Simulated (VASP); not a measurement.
Input for VASP

File KPOINTS:
```
Automatic
0
gamma
  6 6 8
```

### INCAR
```
SYSTEM = TiO2
PREC = Accurate
ENCUT = 520
EDIFF = 1E-7
NELM = 100
ALGO = Normal
LREAL = .FALSE.
LASPH = .TRUE.
ISMEAR = -5
GGA = MK
PARAM1 = 0.1234
PARAM2 = 1.0
LUSE_VDW = .TRUE.
AGGAC = 0.0
LMAXMIX = 4
LWAVE = .FALSE.
LCHARG = .TRUE.
LORBIT = 11
NEDOS = 601
ISIF = 2
LEFG = .TRUE.
```

File POSCAR:
```
TiO2
4.6118490
  0.9999999298   0.0000000000   0.0000000000
  0.0000000000   0.9999999298   0.0000000000
  0.0000000000   0.0000000000   0.6416898930
Ti O
2 4
direct
  0.0000000000   0.0000000000   0.0000000000
  0.5000000000   0.5000000000   0.5000000000
  0.3040414863   0.3040414863   0.0000000000
  0.8040414863   0.1959585137   0.5000000000
  0.1959585137   0.8040414863   0.5000000000
  0.6959585137   0.6959585137   0.0000000000
```

POTCAR, in this order: Ti_sv O (PBE.64 set). Program: vasp_std.

Problem. Write an equivalent input for Quantum ESPRESSO's pw.x.

Solution. One equivalent input (not run):
```
&CONTROL
  calculation = 'scf'
  pseudo_dir = './pseudo'
  outdir = './out'
  tprnfor = .true.
  tstress = .true.
/
&SYSTEM
  ibrav = 0
  nat = 6
  ntyp = 2
  ecutwfc = 84
  occupations = 'tetrahedra'
  input_dft = 'vdw-df-ob86'
/
&ELECTRONS
  conv_thr = 7.3e-09
  electron_maxstep = 100
/
ATOMIC_SPECIES
  Ti 47.867 Ti.upf
  O 15.999 O.upf
CELL_PARAMETERS angstrom
     4.6118487    0.0000000    0.0000000
     0.0000000    4.6118487    0.0000000
     0.0000000    0.0000000    2.9593769
ATOMIC_POSITIONS crystal
  Ti   0.0000000  0.0000000  0.0000000
  Ti   0.5000000  0.5000000  0.5000000
  O    0.3040415  0.3040415  0.0000000
  O    0.8040415  0.1959585  0.5000000
  O    0.1959585  0.8040415  0.5000000
  O    0.6959585  0.6959585  0.0000000
K_POINTS automatic
  6 6 8 0 0 0
```
What does not carry over: the potentials are each code's own (VASP's PAW set, PseudoDojo norm-conserving files in pw.x), so ENCUT and ecutwfc are chosen apart and not converted; conv_thr bounds pw.x's estimated SCF error, while EDIFF bounds the energy change between steps; the field gradients of LEFG aren't asked of the other code.

The compound is TiO2 in the rutile structure. It was relaxed first.
